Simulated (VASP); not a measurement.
**Interstitial Li in TaSi2**

Wanted: what interstitial Li costs in TaSi2 and how the lattice relaxes round it. The start is a cell from a database of measured crystal structures.

Program: VASP 6.6.1. Level of theory: SCAN; plane waves and PAW (Ta, Si), in the first sound run; inputs show where later runs differ. Results are calculated unless marked as measured.

The database entry behind the starting cell has ideal inner coordinates that were not refined, so it need not match the best structure at ambient conditions.

### 1. The host crystal

Symmetry: P6_222, No. 180, hexagonal system. The conventional cell has a = 4.780 Å, b = 4.780 Å, c = 6.564 Å, α = 90.00°, β = 90.00°, γ = 120.00°. Ta has 10 Si at 2.59 to 2.76 Å nearest. Si has 5 Si at 2.59 to 2.76 Å and 5 Ta at 2.59 to 2.76 Å nearest. Farther neighbours are not listed.

### 2. The host at zero pressure

First cell and atoms are relaxed at a raised cutoff, so that later runs start from this functional's own cell.

Input file INCAR:

```
SYSTEM = TaSi2
PREC = Normal
ENCUT = 350
EDIFF = 1E-05
NELM = 120
ISMEAR = 0
SIGMA = 0.05
LREAL = Auto
ALGO = Normal
METAGGA = SCAN
LASPH = .TRUE.
NBANDS = 28
LORBIT = 11
LWAVE = .FALSE.
LCHARG = .FALSE.
KPAR = 4
IBRION = 2
NSW = 40
ISIF = 3
EDIFFG = -0.03
POTIM = 0.4
```

Input file POSCAR:

```
TaSi2
1.0
    4.7800000000      0.0000000000      0.0000000000
   -2.3900000000      4.1396014301      0.0000000000
    0.0000000000      0.0000000000      6.5640000000
Ta Si
3 6
Direct
    0.0000000000      0.5000000000      0.1666666667
    0.5000000000      0.5000000000      0.8333333333
    0.5000000000      0.0000000000      0.5000000000
    0.3333000000      0.1666500000      0.1666666667
    0.1666500000      0.8333500000      0.8333333333
    0.8333500000      0.6667000000      0.5000000000
    0.6667000000      0.8333500000      0.1666666667
    0.8333500000      0.1666500000      0.8333333333
    0.1666500000      0.3333000000      0.5000000000
```

Input file KPOINTS:

```
Automatic mesh
0
Gamma
4 4 3
0 0 0
```

Potentials, in the order of the species: Ta and Si (PBE family, release 64).

Launch:

```console
$ mpirun -np 4 vasp_std
```

Output:

```text
[banner, memory and clock lines left out]
running    4 mpi-ranks, on    1 nodes
 distrk:  each k-point on    1 cores,    4 groups
 distr:  one band on    1 cores,    1 groups

 POSCAR found type information on POSCAR TaSi
 POSCAR found :  2 types and       9 ions
|                                                                             |
|               ----> ADVICE to this user running VASP <----                  |
|                                                                             |
|     You enforced a specific xc type in the INCAR file but a different       |
|     [... a line on the potential file left out ...]
|     I HOPE YOU KNOW WHAT YOU ARE DOING!                                     |
|                                                                             |

 LDA part: xc-table for (None), standard interpolation
 POSCAR, INCAR and KPOINTS ok, starting setup
 FFT: planning ... GRIDC
 FFT: planning ... GRID_SOFT
 FFT: planning ... GRID
 WAVECAR not read
 entering main loop
       N       E                     dE             d eps       ncg     rms          rms(c)
DAV:   1    -0.138440498838E+03   -0.13844E+03   -0.13051E+04   448   0.901E+02
DAV:   2    -0.265982016576E+03   -0.12754E+03   -0.12296E+03   560   0.163E+02
DAV:   3    -0.271918458581E+03   -0.59364E+01   -0.58194E+01   592   0.325E+01
DAV:   4    -0.272017691521E+03   -0.99233E-01   -0.98951E-01   600   0.467E+00
DAV:   5    -0.272019140146E+03   -0.14486E-02   -0.14465E-02   596   0.549E-01    0.368E+01
DAV:   6    -0.263909357314E+03    0.81098E+01   -0.17006E+01   564   0.163E+01    0.150E+01
DAV:   7    -0.263612745204E+03    0.29661E+00   -0.31385E+00   560   0.858E+00    0.767E+00
DAV:   8    -0.263505500917E+03    0.10724E+00   -0.28852E-01   592   0.356E+00    0.822E-01
DAV:   9    -0.263498290025E+03    0.72109E-02   -0.78033E-02   584   0.115E+00    0.254E-01
DAV:  10    -0.263502286582E+03   -0.39966E-02   -0.93661E-03   608   0.549E-01    0.192E-01
DAV:  11    -0.263502143409E+03    0.14317E-03   -0.81521E-04   600   0.130E-01    0.656E-02
DAV:  12    -0.263502075237E+03    0.68173E-04   -0.49604E-04   596   0.922E-02    0.871E-03
DAV:  13    -0.263502079713E+03   -0.44761E-05   -0.24120E-05   448   0.304E-02
   1 F= -.26350208E+03 E0= -.26349908E+03  d E =-.263502E+03
 curvature:   0.00 expect dE= 0.000E+00 dE for cont linesearch  0.000E+00
 trial: gam= 0.00000 g(F)=  0.153E+00 g(S)=  0.251E-01 ort = 0.000E+00 (trialstep = 0.100E+01)
 search vector abs. value=  0.178E+00
 bond charge predicted
       N       E                     dE             d eps       ncg     rms          rms(c)
DAV:   1    -0.263627586707E+03   -0.12551E+00   -0.25065E+00   484   0.764E+00    0.102E+00
DAV:   2    -0.263628578188E+03   -0.99148E-03   -0.13788E-01   612   0.247E+00    0.566E-01
DAV:   3    -0.263625687387E+03    0.28908E-02   -0.89080E-03   560   0.571E-01    0.144E-01
DAV:   4    -0.263625887747E+03   -0.20036E-03   -0.17959E-03   560   0.248E-01    0.807E-02
DAV:   5    -0.263625958433E+03   -0.70686E-04   -0.18428E-04   552   0.874E-02    0.563E-02
DAV:   6    -0.263625998105E+03   -0.39672E-04   -0.92037E-05   536   0.584E-02    0.883E-03
DAV:   7    -0.263626001500E+03   -0.33948E-05   -0.14999E-05   332   0.220E-02
   2 F= -.26362600E+03 E0= -.26362173E+03  d E =-.123922E+00
[...]
3 F= -.26364856E+03 E0= -.26364501E+03  d E =-.146482E+00
[...]
4 F= -.26366697E+03 E0= -.26366251E+03  d E =-.184031E-01
[...]
5 F= -.26367720E+03 E0= -.26367347E+03  d E =-.286343E-01
[...]
6 F= -.26368236E+03 E0= -.26367779E+03  d E =-.516043E-02
 trial-energy change:   -0.005160  1 .order   -0.005274   -0.014452    0.003905
 step:   0.8238(harm=  0.8304)  dis= 0.00288  next Energy=  -263.682786 (dE=-0.559E-02)
 bond charge predicted
       N       E                     dE             d eps       ncg     rms          rms(c)
DAV:   1    -0.263682884678E+03   -0.53440E-03   -0.17273E-02   472   0.625E-01    0.782E-02
DAV:   2    -0.263682787578E+03    0.97100E-04   -0.50979E-04   616   0.124E-01    0.433E-02
DAV:   3    -0.263682769034E+03    0.18544E-04   -0.84603E-05   564   0.586E-02    0.157E-02
DAV:   4    -0.263682772206E+03   -0.31718E-05   -0.53303E-06   312   0.151E-02
   7 F= -.26368277E+03 E0= -.26367844E+03  d E =-.557585E-02
 curvature:  -0.42 expect dE=-0.268E-03 dE for cont linesearch -0.429E-06
 trial: gam= 0.03743 g(F)=  0.728E-04 g(S)=  0.573E-03 ort = 0.119E-03 (trialstep = 0.101E+01)
 search vector abs. value=  0.674E-03
 reached required accuracy - stopping structural energy minimisation
```

Run time: 40 s. Hardware: 4 MPI ranks of Intel Xeon 6975P-C (Granite Rapids), shared host; peak memory 0.6 GiB.

Lines that name or quote the potential files are left out of all logs, and their timing lines are given in words.

Parts of OUTCAR (step 2):

```text
ion  position               nearest neighbor table
   1  0.000  0.500  0.167-   6 2.59   9 2.59   8 2.59   5 2.59   4 2.76   7 2.76   4 2.76   7 2.76
                             7 2.76   4 2.76   3 3.24   3 3.24   2 3.24   2 3.24
   2  0.500  0.500  0.833-   6 2.59   9 2.59   7 2.59   4 2.59   5 2.76   8 2.76   5 2.76   8 2.76
                             8 2.76   5 2.76   3 3.24   3 3.24   1 3.24   1 3.24
   3  0.500  0.000  0.500-   4 2.59   7 2.59   5 2.59   8 2.59   9 2.76   6 2.76   9 2.76   6 2.76
                             9 2.76   6 2.76   2 3.24   1 3.24   2 3.24   1 3.24
   4  0.333  0.167  0.167-   9 2.59   5 2.59   3 2.59   2 2.59   7 2.76   1 2.76   1 2.76   1 2.76
                             7 2.76   7 2.76
   5  0.167  0.833  0.833-   6 2.59   4 2.59   3 2.59   1 2.59   8 2.76   2 2.76   2 2.76   2 2.76
                             8 2.76   8 2.76
   6  0.833  0.667  0.500-   5 2.59   7 2.59   1 2.59   2 2.59   9 2.76   3 2.76   3 2.76   3 2.76
                             9 2.76   9 2.76
   7  0.667  0.833  0.167-   6 2.59   8 2.59   3 2.59   2 2.59   4 2.76   1 2.76   1 2.76   1 2.76
                             4 2.76   4 2.76
   8  0.833  0.167  0.833-   9 2.59   7 2.59   3 2.59   1 2.59   5 2.76   2 2.76   2 2.76   2 2.76
                             5 2.76   5 2.76
   9  0.167  0.333  0.500-   8 2.59   4 2.59   1 2.59   2 2.59   6 2.76   3 2.76   3 2.76   3 2.76
                             6 2.76   6 2.76

  LATTYP: Found a hexagonal cell.
 ALAT       =     4.7800000000
 C/A-ratio  =     1.3732217573

 Subroutine GETGRP returns: Found 12 space group operations
 (whereof  4 operations were pure point group operations)

The static configuration has the point symmetry D_2 .
 The point group associated with its full space group is D_6 .

 Found      8 irreducible k-points:

   k-points           NKPTS =      8   k-points in BZ     NKDIM =      8   number of bands    NBANDS=     28

   dimension x,y,z NGX =    24 NGY =   24 NGZ =   30
   dimension x,y,z NGXF=    48 NGYF=   48 NGZF=   60

   ENCUT  =  350.0 eV  25.72 Ry    5.07 a.u.   7.29  7.29 10.01*2*pi/ulx,y,z

   NELECT =      39.0000    total number of electrons

 k-points in reciprocal lattice and weights: Automatic mesh
   0.00000000  0.00000000  0.00000000       0.021
   0.25000000 -0.00000000  0.00000000       0.125
   0.50000000 -0.00000000  0.00000000       0.062
   0.25000000  0.25000000  0.00000000       0.125
   0.00000000  0.00000000  0.33333333       0.042
   0.25000000 -0.00000000  0.33333333       0.250
   0.50000000 -0.00000000  0.33333333       0.125
   0.25000000  0.25000000  0.33333333       0.250

 average (electrostatic) potential at core
       1 -35.3306       2 -35.3306       3 -35.3306       4 -83.0588       5 -83.0588
       6 -83.0588       7 -83.0588       8 -83.0588       9 -83.0588

 E-fermi :   9.6984

 k-point     1 :       0.0000    0.0000    0.0000
  band No.  band energies     occupation
    ...
     16       6.9053      2.00000
     17       6.9269      2.00000
     18       7.2222      2.00000
     19       7.2222      2.00000
     20       7.9586      2.00000
     21      10.2901      0.00000
     22      12.5873      0.00000
     23      12.5873      0.00000
     24      13.2914      0.00000
     25      13.3317      0.00000
    ...

 k-point     2 :       0.2500   -0.0000    0.0000
  band No.  band energies     occupation
    ...
     16       7.3994      2.00000
     17       7.6127      2.00000
     18       7.6469      2.00000
     19       7.9895      2.00000
     20       8.0397      2.00000
     21      10.0316      0.00000
     22      11.5121      0.00000
     23      11.8308      0.00000
     24      12.4449      0.00000
     25      12.6835      0.00000
    ...

 k-point     3 :       0.5000   -0.0000    0.0000
  band No.  band energies     occupation
    ...
     16       7.3381      2.00000
     17       8.3985      2.00000
     18       8.7647      2.00000
     19       9.4435      2.00000
     20       9.4684      2.00000
     21      10.4532      0.00000
     22      10.8609      0.00000
     23      11.2090      0.00000
     24      11.6305      0.00000
     25      11.9849      0.00000
    ...

  Total        0.2089620      0.2089620      0.2150843     -0.0000000     -0.0000000     -0.0000000
  in kB        2.6068704      2.6068704      2.6832480     -0.0000000     -0.0000000     -0.0000000
  external PRESSURE =       2.6323296 kB  Pullay stress =       0.0000000 kB

  energy-cutoff  :      350.00
  volume of cell :      128.43
      direct lattice vectors                 reciprocal lattice vectors
     4.760697777  0.000000000  0.000000000     0.210053242  0.121274296  0.000000000
    -2.380348888  4.122885214 -0.000000000     0.000000000  0.242548591  0.000000000
     0.000000000 -0.000000000  6.543145932     0.000000000  0.000000000  0.152831682

 POSITION                                       TOTAL-FORCE (eV/Angst)
 -----------------------------------------------------------------------------------
     -1.19017      2.06144      1.09052        -0.000000      0.000000      0.000000
      1.19017      2.06144      5.45262        -0.000000      0.000000      0.000000
      2.38035     -0.00000      3.27157        -0.000000      0.000000      0.000000
      1.13091      0.65293      1.09052         0.015355      0.008865     -0.000000
     -1.24944      3.46995      5.45262         0.015355     -0.008865     -0.000000
      2.38035      2.81702      3.27157        -0.000000     -0.017730      0.000000
      1.24944      3.46995      1.09052        -0.015355     -0.008865      0.000000
      3.62979      0.65293      5.45262        -0.015355      0.008865      0.000000
     -0.00000      1.30586      3.27157        -0.000000      0.017730     -0.000000
 -----------------------------------------------------------------------------------
    total drift:                               -0.000007      0.000004      0.000000

  FREE ENERGIE OF THE ION-ELECTRON SYSTEM (eV)
  ---------------------------------------------------
  free  energy   TOTEN  =      -263.6827722057 eV

  energy  without entropy=     -263.6741169373  energy(sigma->0) =     -263.67844457

 reached required accuracy - stopping structural energy minimisation

 total charge
# of ion       s       p       d       tot
------------------------------------------
    1        0.381   0.785   3.738   4.903
    2        0.381   0.785   3.738   4.903
    3        0.381   0.785   3.738   4.903
    4        0.749   0.903   0.000   1.652
    5        0.749   0.903   0.000   1.652
    6        0.749   0.903   0.000   1.652
    7        0.749   0.903   0.000   1.652
    8        0.749   0.903   0.000   1.652
    9        0.749   0.903   0.000   1.652
--------------------------------------------------
tot          5.633   7.774  11.214  24.621

[... 3 further parts left out ...]
```

CONTCAR:

```
TaSi2
   1.00000000000000
     4.7606977767892316    0.0000000000000000    0.0000000000000000
    -2.3803488883946158    4.1228852144498243   -0.0000000000000000
     0.0000000000000000   -0.0000000000000000    6.5431459319213197
  Ta              Si
     3     6
Direct
     0.0000000000000000    0.5000000000000000    0.1666666667000030
     0.5000000000000000    0.5000000000000000    0.8333333332999970
     0.5000000000000000    0.0000000000000000    0.5000000000000000
     0.3167350240742531    0.1583675120371228    0.1666666667000030
     0.1583675120371232    0.8416324879628772    0.8333333332999970
     0.8416324879628772    0.6832649759257474    0.5000000000000000
     0.6832649759257470    0.8416324879628772    0.1666666667000030
     0.8416324879628768    0.1583675120371228    0.8333333332999970
     0.1583675120371228    0.3167350240742528    0.5000000000000000
```

This run has no spin polarisation. Its electron count is odd, so without a moment it is a metal by construction. The k-mesh is coarse for a metal. The PAW data sets were made with PBE, which is usual practice but a small mismatch for other functionals. The data set Ta keeps the semicore shell frozen, which is cheaper and a little less accurate. The run keeps the 12 symmetry operations of its start, so it cannot find a distortion of lower symmetry.

The steps of the relaxation:

| step | energy less that of the first step (eV) | largest force (eV/Å) | pressure (GPa) | volume (Å³) |
| --- | --- | --- | --- | --- |
| 1 | 0.0000 | 0.8122 | -1.27 | 129.88 |
| 2 | -0.1239 | 0.4543 | 0.73 | 128.17 |
| 3 | -0.1465 | 0.1817 | 2.45 | 126.96 |
| 4 | -0.1649 | 0.2269 | -1.51 | 129.52 |
| 5 | -0.1751 | 0.0822 | -0.08 | 128.54 |
| 6 | -0.1803 | 0.0018 | 0.37 | 128.40 |
| 7 | -0.1807 | 0.0177 | 0.26 | 128.43 |

| conventional cell, symmetrised | before | after | change |
| --- | --- | --- | --- |
| a (Å) | 4.780 | 4.761 | -0.4 % |
| b (Å) | 4.780 | 4.761 | -0.4 % |
| c (Å) | 6.564 | 6.543 | -0.3 % |
| volume (Å³/atom) | 14.43 | 14.27 | -1.1 % |

The atoms that moved most (Å, as changes of fractional coordinates times the final cell):

| atom | dx | dy | dz | length |
| --- | --- | --- | --- | --- |
| Si7 | 0.059 | 0.034 | 0.000 | 0.068 |
| Si4 | -0.059 | -0.034 | 0.000 | 0.068 |
| Si5 | -0.059 | 0.034 | 0.000 | 0.068 |
| Si8 | 0.059 | -0.034 | 0.000 | 0.068 |
| Si6 | 0.000 | 0.068 | 0.000 | 0.068 |
| Si9 | 0.000 | -0.068 | 0.000 | 0.068 |

The relaxed structure:

```
Ta Si
1.0
     4.76070    0.00000    0.00000
    -2.38035    4.12289    0.00000
     0.00000    0.00000    6.54315
Ta Si
3 6
Direct
  0.00000 0.50000 0.16667
  0.50000 0.50000 0.83333
  0.50000 0.00000 0.50000
  0.31674 0.15837 0.16667
  0.15837 0.84163 0.83333
  0.84163 0.68326 0.50000
  0.68326 0.84163 0.16667
  0.84163 0.15837 0.83333
  0.15837 0.31674 0.50000
```

This step gave:

```yaml
electronic_cycles: 47
electrons: 39
free_energy_toten: -263.6828 eV
energy_at_zero_smearing: -263.6784 eV
fermi_energy: 9.698 eV
labelled_metallic_from_the_levels_on_this_mesh: yes
```

The run ended after 7 ionic steps, 0.181 eV below its first step, once forces and stress met EDIFFG = -0.03.

(Part 1 of 5 ends here.)

[Lines on the potential files, build, host, timing and source positions are cut from VASP's logs without a mark.]

[Logs are printed without paths, hosts, clocks, repeated set-up lines and the standing remarks that a program may print on its own settings, such as how far it seeks lower states.]

[Hosts, paths, dates, database ids (printed as entryN), source tags and the programs' standing remarks are cut or masked in the printed files.]

[In band tables of VASP the shares of atoms and orbitals are scaled to a sum of 1 inside the atoms' spheres.]

[Runs that stopped without an error message from VASP are left out.]
